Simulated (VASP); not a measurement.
Crystal: CdSe (Cadmoselite).

```
Cd Se
1.0
     4.38255    0.00000    0.00000
    -2.19128    3.79540    0.00000
     0.00000    0.00000    7.15563
Cd Se
2 2
Cartesian
  0.0000 2.5303 0.0330
  2.1913 1.2651 3.6108
  0.0000 2.5303 2.7219
  2.1913 1.2651 6.2997
```

```yaml
Program: VASP 6.6.1
Task: relaxation of cell and atoms
Functional: LDA
Potentials_or_basis: VASP PAW LDA potentials, release 64 (Cd, Se)
Cutoff: 600 eV
k_mesh: 9 × 9 × 6
Occupations: gaussian, width 0.02 eV
Spin: no spin polarisation
```

At the start: pressure -4.0 GPa; volume 29.76 Å³/atom.

Q: Where does the relaxation end?

A: Over 6 steps the energy falls by 33.2 meV/atom and the volume is 27.33 Å³/atom (-8.2 %); space group P6_3mc (No. 186, to 0.05 Å).

Step by step:
| step | energy change (eV) | largest force (eV/Å) | pressure (GPa) | volume (Å³) |
| --- | --- | --- | --- | --- |
| 1 | 0.0000 | 0.0018 | -4.02 | 119.02 |
| 2 | -0.1202 | 0.0128 | 1.55 | 106.61 |
| 3 | -0.1327 | 0.0088 | 0.00 | 109.29 |
| 4 | -0.1326 | 0.0090 | 0.10 | 109.10 |
| 5 | -0.1327 | 0.0036 | -0.03 | 109.35 |
| 6 | -0.1327 | 0.0048 | -0.01 | 109.31 |

Final structure:
```
CELL_PARAMETERS angstrom
4.26009 0.00000 0.00000
-2.13004 3.68934 0.00000
0.00000 0.00000 6.95466
ATOMIC_POSITIONS crystal
Cd 0.33333 0.66667 0.00465
Cd 0.66667 0.33333 0.50465
Se 0.33333 0.66667 0.38035
Se 0.66667 0.33333 0.88035
```
